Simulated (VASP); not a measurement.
Input:

```yaml
crystal:
  lattice:
    - [-2.13000, 2.13000, 2.13000]
    - [2.13000, -2.13000, 2.13000]
    - [2.13000, 2.13000, -2.13000]
  atoms:
    - { symbol: Na, position: [0.00000, 0.00000, 0.00000] }
```

Computed with PBE GGA, VASP's PBE PAW potentials (set 64) (plane waves; VASP 6.6.1). Settings: 300 eV cut-off, 9×9×9 Γ-centred mesh, Gaussian smearing of 0.10 eV, potentials Na_pv.

Problem. Give the energies of bands 4 to 6 at the high-symmetry points, in eV from the Fermi level.

Solution. 
```tsv
band	Γ	H	N	P
4	-3.17	4.47	0.77	2.68
5	11.48	4.47	1.19	2.68
6	11.48	4.78	8.06	2.68
```

It has no gap at this level: it comes out as a metal or semimetal.

The structure is a typed Na crystal. The cell was not relaxed at this level.
